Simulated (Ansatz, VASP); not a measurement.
# Cross-check of SnSe2 between VASP and Ansatz, part 2 of 3

One calculation is typed for both programs; each brings its own data sets and cutoff. How far apart do they land?

VASP 6.6.1 and Ansatz 0.2.0.

So far: The structure; VASP: band structure, r2SCAN0.

## (3) Ansatz: band structure, r2SCAN0

Level of this step: Ansatz beside VASP: Kohn-Sham DFT, plane waves, r2SCAN0 (Ansatz).

Ansatz runs on its default PAW (the set named soft_2) files.

The same cell, functional, mesh and smearing now go to Ansatz, which takes its cutoff from its data sets.

input.yaml

```yaml
crystal:
  lattice:
    - [3.811, 0.0, 0.0]
    - [-1.9055, 3.3004228138, 0.0]
    - [0.0, 0.0, 6.136]
  atoms:
    - { symbol: Sn, position: [0.0, 0.0, 0.0] }
    - { symbol: Se, position: [0.3333333333, 0.6666666667, 0.249] }
    - { symbol: Se, position: [0.6666666667, 0.3333333333, 0.751] }
hamiltonian:
  xc: r2scan0
  pseudopotentials: { kind: paw }
kpoints:
  mp_grid: { grid: [4, 4, 3] }
  band_path:
    path:
      - [0.0, 0.0, 0.0]
      - [0.4, 0.0, 0.0]
      - [0.4, 0.2, 0.0]
      - [0.2, 0.2, 0.0]
      - [0.06667, 0.06667, 0.0]
      - [0.0, 0.0, 0.1]
      - [0.0, 0.0, 0.5]
      - [0.4, 0.0, 0.5]
      - [0.4, 0.2, 0.5]
      - [0.2, 0.2, 0.5]
      - [0.5, 0.0, 0.4]
      - [0.5, 0.0, 0.3]
      - [0.33333, 0.33333, 0.0]
      - [0.33333, 0.33333, 0.5]
    npoints: 1
scf:
  occupations: { method: gaussian, width: 0.02 }
  n_extra_bands: 7
output:
  forces: true
  stress: true
  eigenvalues: true
```

On the command line:

```
ansatz run input.yaml --threads 4 --pin off --max-ram 9216MiB --backend cpu --events-out ev --progress --plain --runs-dir out
```

Numbers of over 12 decimals in the logs are rounded to 6 here.

The program printed:

```text
Warning: output.stress: scf.convergence.dr2_threshold = 1e-7 eV (the SCF's general default) is looser than the 3e-10 eV advised for a printed stress (1e-10 eV for each atom of the cell: 3). What an SCF threshold leaves in a stress goes as its square root, and in the free energy as the threshold itself, and one threshold admits the most on a small cell: [figures from the program's tests cut] Set scf.convergence.dr2_threshold to 3e-10 eV or tighter. The threshold is an SCF's pass mark: one that does not reach it within its budget of iterations ends unconverged, or closes short of it on a stop that the run arms, and scf.convergence.dr2_threshold's page says what that costs each kind of run
Warning: output.stress: scf.exx.energy_threshold = 1e-6 eV is looser than the 3e-8 eV advised for a stress under a hybrid functional (1e-8 eV for each atom of the cell: 3). Every SCF of the exchange loop can meet its threshold on dr2 while the loop round them stops early: no threshold on dr2 bounds what that leaves in the stress. Set scf.exx.energy_threshold to 3e-8 eV or tighter. The threshold is the loop's pass mark: a loop that does not reach it within its budget of cycles ends unconverged, and scf.exx.energy_threshold's page has the law
scf.n_extra_bands = 7 over 23 filled bands (N_el = 46.0): the run solves 30 bands
Engine: ansatz 0.2.0, aarch64-unknown-linux-gnu
Pseudopotentials: kind: paw
Pseudopotential: Sn, paw, valence charge 14, recommended cutoff 500 eV (meta_gga), Sn.paw.azcp
Pseudopotential: Se, paw, valence charge 16, recommended cutoff 500 eV (meta_gga), Se.paw.azcp
Functional definition: r2SCAN0
  parameter a = 0.25
  parameter k0 = 0.174
  parameter k1 = 0.065
  parameter a1 = 4.9479
  exchange = (1 - a)*r2scan_x(k0 = k0, k1 = k1, a1 = a1) + a*exact_x
  correlation = r2scan_c
Crystal: 3 atoms, lattice volume = 77.178 Å³
Basis set: ecut = 500 eV, 1949 PW (Γ), exchange–correlation on 120×120×180 points (64 copies of the dense FFT grid, shifted against one another)
Bands: 30, of which v1, the nominal top of the filled ones, is band 23 counted from 1 (22 counted from 0)
Symmetry: 12 space group operations
Space group: P-3m1 (ITA 164), of the structure as read, at distance tolerance 4.3e-5 Å
k-points: 9 of 48
Non-local potential: Sn, projectors of the file, l = 0: 2, l = 1: 2, l = 2: 2, l = 3: 2
Non-local potential: Se, projectors of the file, l = 0: 2, l = 1: 2, l = 2: 3, l = 3: 1
PAW form: soft (Blöchl's): semilocal exchange-correlation on the pseudo side does not see the compensation charge
PAW frozen core: Sn, regenerated for the run's functional, and the local potential with it (the file was generated under x = pbe(κ = 0.804, μ = 0.219515), c = pbe(β = 0.066725))
PAW frozen core: Se, regenerated for the run's functional, and the local potential with it (the file was generated under x = pbe(κ = 0.804, μ = 0.219515), c = pbe(β = 0.066725))
PAW one-centre angular grid: Sn, 590 points (default); XC on 249 of its mesh's 2787 points in the sphere
PAW one-centre angular grid: Se, 590 points (default); XC on 160 Gauss nodes
Initial density: superposition of atomic densities (neutral atoms: chi_scale 0, normalization atom), corrected by the library's trained network
Initial wavefunctions: pseudopotential atomic-orbital guess
Functional: x = r2scan, c = r2scan; τ floored in thin density (d = 2e-4 eV/Å³), warm-up for x = 0.75 r2scan + 0.25 exact, c = r2scan; τ floored in thin density (d = 2e-4 eV/Å³)
SCF iter   1: F=—  HF=-16996.003379 eV  |F-HF|=—  |Δ(HF+E_count)|=         —  Δρ=7.11e-3  dr2=6.15e-2  dr2_τ=9.15e-3  ethr=1.77e-3  ⟨swp⟩=9.0  Hψ=1115  notcnv=0
preconditioner: auto → none  [insulator: Δε(μ)=1.112 eV  Ē_g=18.295 eV  σ=0.020 eV  W_gap=1.00  n_scr=22 (ndim 8)  ℏωp=21.6 eV  f_vac=0.081  D(μ)=0.00/eV (n_scr^D=0)]
SCF iter   2: F=—  HF=-16996.026811 eV  |F-HF|=—  |Δ(HF+E_count)|=   2.34e-2  Δρ=3.46e-3  dr2=1.65e-2  dr2_τ=5.00e-4  ethr=1.34e-4  ⟨swp⟩=4.9  Hψ=748  notcnv=0  defer=2
SCF iter   3: F=—  HF=-16996.023906 eV  |F-HF|=—  |Δ(HF+E_count)|=   2.91e-3  Δρ=1.87e-3  dr2=2.28e-3  dr2_τ=2.61e-5  ethr=3.59e-5  ⟨swp⟩=4.3  Hψ=679  notcnv=0  defer=2
iter 4 solved again at ethr=3.81e-7 eV; its pass at ethr=4.95e-6 eV (dr2=1.75e-4 eV) is discarded
SCF iter   4: F=—  HF=-16996.024058 eV  |F-HF|=—  |Δ(HF+E_count)|=   1.52e-4  Δρ=5.99e-4  dr2=1.79e-4  dr2_τ=3.59e-6  ethr=3.81e-7  ⟨swp⟩=3.1  Hψ=1122  notcnv=0  defer=2
SCF iter   5: F=-16996.024091 eV  HF=-16996.024089 eV  |F-HF|=1.61e-6  |Δ(HF+E_count)|=   3.13e-5  Δρ=9.94e-5  dr2=3.98e-6  dr2_τ=1.36e-7  ethr=3.81e-7  ⟨swp⟩=3.2  Hψ=550  notcnv=0  defer=1
SCF 1 stopped early in 5 iterations: F = -16996.024091 eV  dr2 = 3.98e-6
  greatest PAW one-centre occupation: 1.000 electrons in one spin orbital (limit 2), on the Se atom at site 2 (counted from 0), in its partial waves of l = 2
Initial density: handed on by an earlier stage of this run
Initial wavefunctions: those handed on with the density
Functional: x = 0.75 r2scan + 0.25 exact, c = r2scan; τ floored in thin density (d = 2e-4 eV/Å³)
Frozen-core exchange: fock
SCF iter   1: F=—  HF=-16994.467235 eV  |F-HF|=—  |Δ(HF+E_count)|=         —  Δρ=3.55e-3  dr2=5.98e-3  dr2_τ=1.93e-4  ethr=8.66e-8  ⟨swp⟩=9.8  Hψ=1473  notcnv=0
preconditioner: auto → none  [insulator: Δε(μ)=2.320 eV  Ē_g=13.872 eV  σ=0.020 eV  W_gap=1.00  n_scr=22 (ndim 8)  ℏωp=16.9 eV  f_vac=0.091  D(μ)=0.00/eV (n_scr^D=0)]
SCF iter   2: F=—  HF=-16994.463777 eV  |F-HF|=—  |Δ(HF+E_count)|=   3.46e-3  Δρ=1.27e-3  dr2=1.31e-3  dr2_τ=7.93e-6  ethr=8.66e-8  ⟨swp⟩=4.7  Hψ=993  notcnv=0
SCF iter   3: F=—  HF=-16994.463686 eV  |F-HF|=—  |Δ(HF+E_count)|=   9.16e-5  Δρ=3.14e-4  dr2=9.55e-4  dr2_τ=4.48e-7  ethr=8.66e-8  ⟨swp⟩=4.0  Hψ=788  notcnv=0
SCF iter   4: F=—  HF=-16994.471662 eV  |F-HF|=—  |Δ(HF+E_count)|=   7.98e-3  Δρ=5.80e-4  dr2=1.49e-4  dr2_τ=2.42e-6  ethr=8.66e-8  ⟨swp⟩=4.6  Hψ=1012  notcnv=0
SCF iter   5: F=—  HF=-16994.471638 eV  |F-HF|=—  |Δ(HF+E_count)|=   2.30e-5  Δρ=5.62e-5  dr2=2.91e-5  dr2_τ=4.47e-8  ethr=8.66e-8  ⟨swp⟩=3.4  Hψ=665  notcnv=0
SCF iter   6: F=—  HF=-16994.471816 eV  |F-HF|=—  |Δ(HF+E_count)|=   1.78e-4  Δρ=1.01e-4  dr2=6.25e-6  dr2_τ=3.44e-8  ethr=4.01e-9  ⟨swp⟩=4.9  Hψ=972  notcnv=0  defer=1
SCF iter   7: F=-16994.471816 eV  HF=-16994.471816 eV  |F-HF|=2.95e-8  |Δ(HF+E_count)|=   8.99e-7  Δρ=6.53e-6  dr2=1.00e-6  dr2_τ=5.40e-10  ethr=4.01e-9  ⟨swp⟩=3.0  Hψ=523  notcnv=0
SCF 2 stopped early in 7 iterations: F = -16994.471816 eV  dr2 = 1.00e-6
  Residual-converged pass: ⟨swp⟩=3.6  Hψ=658  notcnv=0  max |occ|·‖R‖ = 6.5e-6 eV (tolerance 6.7e-6 eV)  dr2=1.00e-6  dr2_τ=5.56e-10  dr2_onsite=6.39e-9  max |Δocc| = 0.0e0
hybrid outer 1: dexx = +9.158e-3 eV, tail = 5.81e-5 eV
Frozen-core exchange: fock
SCF iter   1: F=—  HF=-16994.471923 eV  |F-HF|=—  |Δ(HF+E_count)|=         —  Δρ=3.37e-5  dr2=4.55e-7  dr2_τ=2.87e-8  ethr=6.32e-7  ⟨swp⟩=4.3  Hψ=589  notcnv=0
preconditioner: auto → none  [insulator: Δε(μ)=2.348 eV  Ē_g=13.875 eV  σ=0.020 eV  W_gap=1.00  n_scr=22 (ndim 8)  ℏωp=16.9 eV  f_vac=0.090  D(μ)=0.00/eV (n_scr^D=0)]
SCF iter   2: F=—  HF=-16994.471926 eV  |F-HF|=—  |Δ(HF+E_count)|=   2.42e-6  Δρ=2.34e-5  dr2=2.54e-7  dr2_τ=1.29e-8  ethr=7.84e-10  ⟨swp⟩=4.6  Hψ=945  notcnv=0
SCF iter   3: F=—  HF=-16994.471926 eV  |F-HF|=—  |Δ(HF+E_count)|=   4.32e-8  Δρ=1.03e-5  dr2=4.80e-8  dr2_τ=2.41e-9  ethr=4.56e-10  ⟨swp⟩=3.0  Hψ=608  notcnv=0
SCF iter   4: F=—  HF=-16994.471926 eV  |F-HF|=—  |Δ(HF+E_count)|=   1.13e-7  Δρ=1.90e-6  dr2=4.53e-9  dr2_τ=1.18e-10  ethr=7.89e-11  ⟨swp⟩=4.3  Hψ=703  notcnv=0  defer=1
SCF iter   5: F=-16994.471926 eV  HF=-16994.471926 eV  |F-HF|=5.09e-11  |Δ(HF+E_count)|=   2.18e-9  Δρ=2.98e-7  dr2=1.83e-10  dr2_τ=1.40e-12  ethr=7.90e-12  ⟨swp⟩=3.1  Hψ=677  notcnv=0
SCF 3 converged in 5 iterations: F = -16994.471926 eV  dr2 = 1.83e-10
  Residual-converged pass: ⟨swp⟩=3.0  Hψ=579  notcnv=0  max |occ|·‖R‖ = 5.2e-7 eV (tolerance 5.4e-7 eV)  dr2=1.84e-10  dr2_τ=1.48e-12  dr2_onsite=1.10e-11  max |Δocc| = 0.0e0
hybrid outer 2: dexx = +7.955e-7 eV, tail = 4.56e-8 eV, Δε = 3.39e-3 eV (about 1.65e-4 eV left of the loop's levels), ΔF = 5.42e-3 eV/Å (tail 1.22e-3)
Frozen-core exchange: fock
SCF iter   1: F=—  HF=-16994.471926 eV  |F-HF|=—  |Δ(HF+E_count)|=         —  Δρ=8.16e-7  dr2=5.36e-10  dr2_τ=1.34e-11  ethr=4.96e-10  ⟨swp⟩=6.2  Hψ=644  notcnv=0
SCF iter   2: F=-16994.471926 eV  HF=-16994.471926 eV  |F-HF|=3.64e-11  |Δ(HF+E_count)|=  4.44e-10  Δρ=4.62e-7  dr2=1.12e-10  dr2_τ=2.98e-12  ethr=1.10e-12  ⟨swp⟩=4.0  Hψ=820  notcnv=0
SCF 4 converged in 2 iterations: F = -16994.471926 eV  dr2 = 1.12e-10
  Residual-converged pass: ⟨swp⟩=2.0  Hψ=464  notcnv=0  max |occ|·‖R‖ = 7.0e-7 eV (tolerance 8.1e-7 eV)  dr2=1.12e-10  dr2_τ=2.98e-12  dr2_onsite=9.02e-11  max |Δocc| = 0.0e0
hybrid outer 3: dexx = +3.547e-10 eV, tail = 4.19e-10 eV, Δε = 4.43e-5 eV (about 1.03e-5 eV left of the loop's levels), ΔF = 6.79e-5 eV/Å (tail 9.08e-5)
NSCF: frozen V_eff on 14 k-points
hybrid SCF converged: 3 outer / 14 inner (+5 warm-up), last move |dexx| = 3.55e-10 eV, tail = 4.19e-10 eV
Stability not checked: this state was not tested for a lower state beside it, because the functional holds exact exchange (a hybrid, or Hartree-Fock), whose exchange loop this test does not read (fock_operator; see scf.lower_state_search)
Free energy (F): -16994.471926 eV
Frozen-core exchange: fock
Harris-Foulkes:  -16994.471926 eV  (|F-HF|=3.64e-11)
Internal energy: -16994.471926 eV  (E = F + TS)
E sigma→0 (E₀):  -16994.471926 eV
Fermi energy:    8.208858 eV
--- Per-component energies (eV) ---
  E_band       = -1028.009621
  E_kinetic    = 424.795731
  E_local      = -6099.514814  (includes V_loc(G=0)·N_el)
  E_nonlocal   = -1223.562096
  E_hartree    = 3130.224594
  E_xc         = -438.290080
  E_vxc        = -239.219742  (∫ρ·V_xc dr)
  E_exx        = -192.443846  (= α·E_x^exact, valence–valence)
  E_paw        = -7951.759688  (= ΣΔE_a)
  E_vpaw       = 223.305341  (= ΣTr[D̂ρ^β])
  E_aug_tail   = -0.000418  (compensation charges beyond the density's cutoff)
  E_vtau       = 10.625287  (kinetic-family band-sum trace: ∫τ·v_τ [+ j·A + Jᵃ·Aᵃ] dr)
  E_ewald      = -4640.194622
  E_core_change = -3.726688  (= ΣΔE_core)
  E_smearing   = -0.000000  (= −TS)
  E_closure    = 0.000000  (closes the sum)
  Σ components = -16994.471926   (vs F -16994.471926, Δ=0.00e0)
--- Forces (eV/Å), atoms counted from 1 ---
  atom   1  Sn     0.00000000     0.00000000     0.00000000
  atom   2  Se    -0.00000000     0.00000000     0.12706410
  atom   3  Se     0.00000000    -0.00000000    -0.12706410
  max |Σ_I F_I| component: 5.26e-31 eV/Å
--- Stress (GPa, compression-positive) ---
        1.751348       0.000000      -0.000000
        0.000000       1.751348       0.000000
       -0.000000       0.000000       2.320510
  P = ⅓ Tr σ = 1.9411 GPa (19.411 kbar)
--- Band table (eV; the first three rows and the last of 9) ---
  k-point 0: bands = [... 19 lower, 6.2757, 6.6534, 6.6534, 7.0350, 9.8782, 11.8489, 13.6222, 13.6222, ... 3 higher]
  k-point 1: bands = [... 19 lower, 6.1930, 6.1930, 6.7838, 6.7838, 11.0067, 11.8606, 13.3849, 13.3849, ... 3 higher]
  k-point 2: bands = [... 19 lower, 4.5108, 4.8401, 6.8157, 6.9408, 10.7447, 12.9549, 14.4936, 14.8225, ... 3 higher]
  k-point 8: bands = [... 19 lower, 3.0341, 3.9218, 5.7678, 6.6983, 10.9736, 13.6046, 14.8570, 15.6194, ... 3 higher]
```

Elapsed: 63 s, on 4 threads of Arm Neoverse V1, shared host; peak memory 1.3 GiB.

## (4) Differences

Known differences besides the potentials themselves: exact exchange at q = 0 is treated differently, which shows on coarse meshes; VASP keeps PBE cores, Ansatz makes them for the functional; the data sets hold 46 valence electrons in Ansatz (default PAW (the set named soft_2) files) and 26 in VASP; the cutoff is 500 eV in Ansatz and 400 eV in VASP; VASP takes a coarser grid for exact exchange (PRECFOCK = Fast). Total energies have different zeros and are not compared.

The two programs side by side:

```
                     quantity  Ansatz   VASP  difference
gap over the path points (eV)   2.294  2.312      -0.018
```

Forces (eV/Å; atoms numbered as in POSCAR):

```
atom        Ansatz x, y, z          VASP x, y, z
 Sn1   0.000, 0.000, 0.000   0.000, 0.000, 0.000
 Se2   0.000, 0.000, 0.127   0.000, 0.000, 0.116
 Se3  0.000, 0.000, -0.127  0.000, 0.000, -0.116
```

Levels at points of the path, from each program's valence-band top (eV; 4 filled, then empty):

```
k (reciprocal lattice)                                  Ansatz                                    VASP
     0.000 0.000 0.000  -0.81 -0.44 -0.44 -0.06 2.79 4.76 6.53  -0.85 -0.47 -0.47 -0.04 2.80 4.79 6.55
     0.400 0.000 0.000  -3.37 -2.90 -0.97 -0.31 2.80 5.76 7.41  -3.37 -2.92 -0.96 -0.34 2.81 5.77 7.42
     0.400 0.200 0.000  -3.86 -3.28 -1.63 -1.39 3.11 7.52 7.79  -3.85 -3.27 -1.62 -1.40 3.11 7.52 7.78
     0.200 0.200 0.000  -4.04 -2.04 -1.70 -0.43 3.66 7.26 7.73  -4.03 -2.03 -1.70 -0.44 3.66 7.26 7.72
     0.067 0.067 0.000   -1.72 -0.63 -0.44 0.00 3.70 5.54 6.14   -1.72 -0.64 -0.46 0.00 3.69 5.55 6.15
     0.000 0.000 0.100  -0.83 -0.42 -0.42 -0.32 2.99 4.76 6.50  -0.86 -0.45 -0.45 -0.31 3.00 4.80 6.52
     0.000 0.000 0.500  -0.92 -0.92 -0.27 -0.27 4.19 4.75 6.22  -0.95 -0.95 -0.30 -0.30 4.22 4.79 6.23
     0.400 0.000 0.500  -2.71 -2.23 -1.10 -0.72 2.54 6.17 7.01  -2.74 -2.23 -1.09 -0.75 2.56 6.18 7.03
     0.400 0.200 0.500  -4.27 -3.37 -0.63 -0.45 3.72 6.63 7.06  -4.25 -3.36 -0.63 -0.46 3.71 6.63 7.07
     0.200 0.200 0.500  -3.54 -2.55 -0.89 -0.83 3.91 6.54 7.89  -3.53 -2.54 -0.90 -0.84 3.90 6.54 7.89
```

The forces differ by 5.2 meV/Å r.m.s., which is 9.5 % of the r.m.s. force of 0.05 eV/Å (both taken over all components). Among the levels compared at these points, filled levels agree within 36 meV and empty ones within 38 meV.

[end of part 2 of 3]

[Lines on the potential files, build, host, timing and source positions are cut from VASP's logs without a mark.]

[Logs are printed without paths, hosts, clocks, repeated set-up lines and the standing remarks that a program may print on its own settings, such as how far it seeks lower states.]

[Hosts, paths, dates, database ids (printed as entryN), source tags and the programs' standing remarks are cut or masked in the printed files.]
